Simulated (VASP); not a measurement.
OSZICAR of a VASP run on MgI2 (1T layered):

OSZICAR:
```
       N       E                     dE             d eps       ncg     rms          rms(c)
DAV:   1     0.306498663264E+02    0.30650E+02   -0.60731E+03   408   0.107E+03
DAV:   2    -0.526375915762E+02   -0.83287E+02   -0.76307E+02   560   0.153E+02
DAV:   3    -0.593179973968E+02   -0.66804E+01   -0.66539E+01   508   0.520E+01
DAV:   4    -0.594324113082E+02   -0.11441E+00   -0.11438E+00   548   0.854E+00
DAV:   5    -0.594337746832E+02   -0.13634E-02   -0.13633E-02   508   0.928E-01    0.423E+00
DAV:   6    -0.583498587626E+02    0.10839E+01   -0.51792E-01   416   0.510E+00    0.391E+00
DAV:   7    -0.565659186363E+02    0.17839E+01   -0.50561E-01   416   0.481E+00    0.162E+00
DAV:   8    -0.567676820903E+02   -0.20176E+00   -0.17020E-01   476   0.306E+00    0.385E-01
DAV:   9    -0.568277452612E+02   -0.60063E-01   -0.84076E-02   412   0.355E+00    0.340E-01
DAV:  10    -0.570313077518E+02   -0.20356E+00   -0.91384E-02   416   0.418E+00    0.171E-01
DAV:  11    -0.569014687990E+02    0.12984E+00   -0.42996E-02   416   0.275E+00    0.669E-02
DAV:  12    -0.569355513358E+02   -0.34083E-01   -0.31358E-02   416   0.262E+00    0.705E-02
DAV:  13    -0.569343249043E+02    0.12264E-02   -0.97006E-04   464   0.409E-01    0.543E-02
DAV:  14    -0.569358616852E+02   -0.15368E-02   -0.27748E-03   416   0.726E-01    0.460E-02
DAV:  15    -0.569362633781E+02   -0.40169E-03   -0.28397E-04   424   0.215E-01    0.258E-02
DAV:  16    -0.569363238118E+02   -0.60434E-04   -0.77986E-05   464   0.111E-01    0.231E-02
DAV:  17    -0.569362707152E+02    0.53097E-04   -0.93949E-06   460   0.396E-02    0.186E-02
DAV:  18    -0.569363166365E+02   -0.45921E-04   -0.19403E-05   420   0.571E-02    0.169E-02
DAV:  19    -0.569362982333E+02    0.18403E-04   -0.48757E-06   440   0.267E-02    0.827E-03
DAV:  20    -0.569363106351E+02   -0.12402E-04   -0.58076E-06   424   0.288E-02    0.569E-03
DAV:  21    -0.569363106644E+02   -0.29322E-07   -0.10993E-07   320   0.275E-03
   1 F= -.56936311E+02 E0= -.56936311E+02  d E =-.569363E+02
```

Task: Which electronic solver shows in the log?

Result: It is blocked Davidson (ALGO = Normal, or the opening steps of other solvers). The INCAR had ALGO = Normal.

Task: Can the final energy be trusted as converged?

Result: The calculation finished and met its thresholds. It stopped with EDIFF = 1E-6, NELM = 100, NSW = 60 and EDIFFG = -0.02 after 1 ionic step (r2SCAN meta-GGA, plane waves, VASP's PBE PAW potentials (set 64)).

The compound is MgI2 in the 1T layered structure. It was relaxed first, which changed the volume by +5 %. The start is the result of an earlier pass.
